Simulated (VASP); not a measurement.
Data:

```xyz
3
Lattice="1.6968 0.9796 6.3351 -1.6968 0.9796 6.3351 0.0000 -1.9593 6.3351" Properties=species:S:1:pos:R:3 pbc="T T T"
Ta     0.0000     0.0000     0.0000
Se     0.0000     0.0000     4.6711
Se     0.0000     0.0000    14.3343
```

Computed with LDA (Ceperley-Alder, Perdew-Zunger), VASP's LDA PAW potentials (set 64) (plane waves; VASP 6.6.1). Numerical set-up: 400 eV cut-off, 10×10×10 Γ-centred mesh, first-order Methfessel-Paxton smearing of 0.10 eV, potentials Ta_pv Se.

Unless said otherwise, spin-orbit coupling is left out, though it shifts the bands of the heavy elements here.

Task: What does the run give for the energy per atom (σ→0), band gap (on the k-mesh) with the smallest direct gap where there is one?

Result: 
```yaml
band gap (on the k-mesh): none (metal, semimetal or under 0.01 eV)
energy per atom (σ→0): -7.857 eV/atom
```

Only differences to runs with the same potentials and settings are physical.

The structure comes from a computed database's TaSe2 entry (R-3m); how it stands against other phases isn't given here. It was relaxed first, which changed the volume by -11 %. The start is the result of an earlier pass. The electron count is odd and the run is not spin-polarised, which forces a metal.
